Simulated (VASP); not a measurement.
```xyz
2
Lattice="0.0000 2.2480 2.2480 2.2480 0.0000 2.2480 2.2480 2.2480 0.0000" Properties=species:S:1:pos:R:3 pbc="T T T"
Ga     0.0000     0.0000     0.0000
N      3.3720     3.3720     3.3720
```

Level of theory: PBEsol GGA with spin-orbit coupling, VASP's PBE PAW potentials (set 64) (plane waves; VASP). Run with 520 eV cut-off, 9×9×9 Γ-centred mesh, Gaussian smearing of 0.050 eV, potentials Ga_d N.

**Question.** Give the energies of bands 13 to 22 at the high-symmetry points, in eV from the valence-band maximum.

**Answer.** 
```tsv
band	Γ	X	U	L	W
13	-0.01	-6.22	-5.96	-7.17	-5.79
14	-0.01	-6.22	-5.95	-7.17	-5.78
15	0.00	-2.79	-4.38	-1.00	-3.81
16	0.00	-2.79	-4.34	-1.00	-3.79
17	0.00	-2.75	-2.23	-0.98	-3.74
18	0.00	-2.75	-2.22	-0.98	-3.71
19	1.72	3.22	4.88	4.61	6.12
20	1.72	3.22	4.88	4.61	6.13
21	10.01	6.59	7.86	8.66	8.42
22	10.01	6.59	7.86	8.66	8.43
```

The gap is direct, 1.72 eV, from the valence maximum at Γ to the conduction minimum at Γ.

The structure comes from a computed database's GaN entry (F-43m); how it stands against other phases isn't given here. It was relaxed first.
